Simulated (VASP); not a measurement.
Crystal: As.

```
CELL_PARAMETERS angstrom
1.87975 1.08527 3.48577
-1.87975 1.08527 3.48577
0.00000 -2.17055 3.48577
ATOMIC_POSITIONS crystal
As 0.22754 0.22754 0.22754
As 0.77246 0.77246 0.77246
```

```yaml
Program: VASP 6.6.1
Task: relaxation of cell and atoms
Functional: PBEsol
Potentials_or_basis: VASP PAW PBE potentials, release 64 (As)
Cutoff: 480 eV
k_mesh: 15 × 15 × 15
Occupations: gaussian, width 0.1 eV
Spin: no spin polarisation
```

At the start: pressure 0.5 GPa; volume 21.33 Å³/atom.

**Question.** How do energy, volume and symmetry change on relaxing?

**Answer.** Over 12 steps the energy falls by 5.5 meV/atom and the volume is 20.89 Å³/atom (-2.1 %); space group R-3m (No. 166, to 0.05 Å).

The path:
```csv
step,energy change (eV),largest force (eV/Å),pressure (GPa),volume (Å³)
1,0.0000,0.2382,0.54,42.67
2,-0.0036,0.0042,-0.97,43.11
3,-0.0037,0.0350,-0.77,43.05
4,-0.0073,0.0153,-0.51,42.63
5,-0.0106,0.0180,0.05,41.86
6,-0.0107,0.0243,0.18,41.71
7,-0.0109,0.0205,-0.11,41.81
8,-0.0110,0.0213,-0.05,41.79
9,-0.0110,0.0081,0.09,41.74
10,-0.0110,0.0035,0.04,41.76
11,-0.0110,0.0040,0.03,41.76
12,-0.0110,0.0016,0.00,41.79
```

Final structure:
```xyz
2
Lattice="1.8943 1.0937 3.3615 -1.8943 1.0937 3.3615 0.0000 -2.1874 3.3615" Properties=species:S:1:pos:R:3 pbc="T T T"
As    0.0000    0.0000    2.3251
As    0.0000    0.0000    7.7593
```

Caveat: the PAW data sets were made with another functional, which shifts forces and pressure a little.
